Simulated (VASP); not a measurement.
MgSn (space group P-6m2): computed properties

The numbers are results of PBEsol GGA, VASP's PBE PAW potentials (set 64) (plane waves; VASP), not measurements.

| Quantity | Value |
|---|---|
| space group | P-6m2 (187) |
| cell | a = 3.434 Å, b = 3.434 Å, c = 4.665 Å, α = 90.00°, β = 90.00°, γ = 120.00° |
| volume per atom | 23.82 Å³/atom |
| band gap (over mesh and band path) | none (metal, semimetal or under 0.01 eV) |
| band gap with spin-orbit coupling | none (metallic) |
| density | 4.98 g/cm³ |

Space group P-6m2 (No. 187); a = 3.4343 Å, b = 3.4343 Å, c = 4.6650 Å, α = 90.00°, β = 90.00°, γ = 120.00°

```
atom  site  symmetry       x       y       z
----  ----  --------  ------  ------  ------
Mg      1a      -6m2  0.0000  0.0000  0.0000
Sn      1f      -6m2  0.6667  0.3333  0.5000
```

Unless said otherwise, spin-orbit coupling is left out, though it shifts the bands of the heavy elements here.

The structure comes from a computed database's MgSn entry (P-6m2); how it stands against other phases isn't given here. It was relaxed first. Symmetry was kept, so distortions that lower it aren't found.
